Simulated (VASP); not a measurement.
An input for Quantum ESPRESSO's pw.x (written as the equivalent of a VASP run, and not itself run):

```
&CONTROL
  calculation = 'scf'
  pseudo_dir = './pseudo'
  outdir = './out'
  tprnfor = .true.
  tstress = .true.
/
&SYSTEM
  ibrav = 0
  nat = 4
  ntyp = 2
  ecutwfc = 84
  occupations = 'smearing'
  smearing = 'gaussian'
  degauss = 0.003675
  input_dft = 'pbe'
/
&ELECTRONS
  conv_thr = 7.3e-08
  electron_maxstep = 100
/
ATOMIC_SPECIES
  B 10.810 B.upf
  N 14.007 N.upf
CELL_PARAMETERS angstrom
     1.2750000   -2.2083650    0.0000000
     1.2750000    2.2083650    0.0000000
     0.0000000    0.0000000    4.2200000
ATOMIC_POSITIONS crystal
  B    0.6666670  0.3333330  0.5000000
  B    0.3333330  0.6666670  0.0000000
  N    0.6666670  0.3333330  0.8750000
  N    0.3333330  0.6666670  0.3750000
K_POINTS automatic
  11 11 6 0 0 0
```

**Question.** Translate this input to VASP (INCAR, KPOINTS, POSCAR, choice of POTCAR).

**Answer.** Several could match; the one computed here: 
KPOINTS:
```
K-points
0
G
11 11 6
0 0 0
```

**POSCAR**
```
BN
2.550
  0.5000000000  -0.8660254902   0.0000000000
  0.5000000000   0.8660254902   0.0000000000
  0.0000000000   0.0000000000   1.6549019608
B N
2 2
direct
  0.6666670000   0.3333330000   0.5000000000
  0.3333330000   0.6666670000   0.0000000000
  0.6666670000   0.3333330000   0.8750000000
  0.3333330000   0.6666670000   0.3750000000
```

**INCAR**
```
NBANDS = 9
ALGO = Normal   ! blocked Davidson
LWAVE = F
SYSTEM = BN
EDIFF = 1E-6
GGA = PE   ! PBE
NELM = 100   ! most electronic steps
LREAL = F   ! projection in real space or not
PREC = Accurate
LASPH = T
ENCUT = 520   ! plane-wave cut-off (eV)
ISMEAR = 0   ! Gaussian
ISIF = 2   ! forces and stress, cell fixed
LCHARG = F
SIGMA = 0.05   ! width (eV)
```

POTCAR, in this order: B N (PBE.64 set). Program: vasp_std.

Limits of the translation: the potentials are each code's own (VASP's PAW set, PseudoDojo norm-conserving files in pw.x), so ENCUT and ecutwfc are chosen apart and not converted; conv_thr bounds pw.x's estimated SCF error, while EDIFF bounds the energy change between steps; the number of bands isn't carried over, since the valence differs with the files.

The compound is BN in the wurtzite structure, a metastable high-pressure form. The cell was not relaxed at this level. The run is one of a series of settings (NBANDS = 9 against the base run), some of them coarse on purpose.
